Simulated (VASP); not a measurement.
VASP ran on this input.

**INCAR**
```
SYSTEM = MgI2
PREC = Accurate
ENCUT = 400
EDIFF = 1E-6
NELM = 100
ALGO = Normal
LREAL = .FALSE.
LASPH = .TRUE.
ISMEAR = 0
SIGMA = 0.05
GGA = PE
LMAXMIX = 4
LWAVE = .FALSE.
LCHARG = .FALSE.
ISIF = 2
LSORBIT = .TRUE.
MAGMOM = 0 0 0 0 0 0 0 0 0
GGA_COMPAT = .FALSE.
```

File KPOINTS:
```
Automatic mesh
0
Gamma
5 5 3
0 0 0
```

File POSCAR:
```
MgI2
1
    2.0750000000    -3.5940050000     0.0000000000
    2.0750000000     3.5940050000     0.0000000000
    0.0000000000     0.0000000000     6.8600000000
Mg I
1 2
Direct
  0.0000000000   0.0000000000   0.0000000000
  0.3333330000   0.6666670000   0.2420000000
  0.6666670000   0.3333330000   0.7580000000
```

POTCAR, in this order: Mg I (PBE.64 set). Program: vasp_std.

**Question.** Does this input run properly? What does VASP do?

**Answer.** There is a fault: LSORBIT needs the non-collinear program vasp_ncl. VASP stops with an error: ERROR: Noncollinear calculations require that VASP is compiled without the flag -DNGXhalf and-DNGZhalf. You probably tried to run a noncollinear calculation (LNONCOLLINEAR=T) with the executable vasp_std. Use vasp_ncl instead! ----> I REFUSE TO CONTINUE WITH THIS SICK JOB ... BYE!!! <----

File standard output:
```
 POSCAR found type information on POSCAR MgI
 POSCAR found :  2 types and       3 ions
 Reading from existing POTCAR

 -----------------------------------------------------------------------------
|                                                                             |
|     EEEEEEE  RRRRRR   RRRRRR   OOOOOOO  RRRRRR      ###     ###     ###     |
|     E        R     R  R     R  O     O  R     R     ###     ###     ###     |
|     E        R     R  R     R  O     O  R     R     ###     ###     ###     |
|     EEEEE    RRRRRR   RRRRRR   O     O  RRRRRR       #       #       #      |
|     E        R   R    R   R    O     O  R   R                               |
|     E        R    R   R    R   O     O  R    R      ###     ###     ###     |
|     EEEEEEE  R     R  R     R  OOOOOOO  R     R     ###     ###     ###     |
|                                                                             |
|     ERROR: Noncollinear calculations require that VASP is compiled          |
|     without the flag -DNGXhalf and-DNGZhalf.                                |
|     You probably tried to run a noncollinear calculation                    |
|     (LNONCOLLINEAR=T) with the executable vasp_std. Use vasp_ncl            |
|     instead!                                                                |
|                                                                             |
|       ---->  I REFUSE TO CONTINUE WITH THIS SICK JOB ... BYE!!! <----       |
|                                                                             |
 -----------------------------------------------------------------------------
```

To mend it, run vasp_ncl.

The mended run (PBE GGA with spin-orbit coupling, plane waves, VASP's PBE PAW potentials (set 64)) converges, and its OSZICAR ends with
```
   1 F= -.79404521E+01 E0= -.79404521E+01  d E =-.470042E-12  mag=    -0.0000    -0.0000     0.0000
```

The compound is MgI2 in the 1T layered structure. The cell was not relaxed at this level.
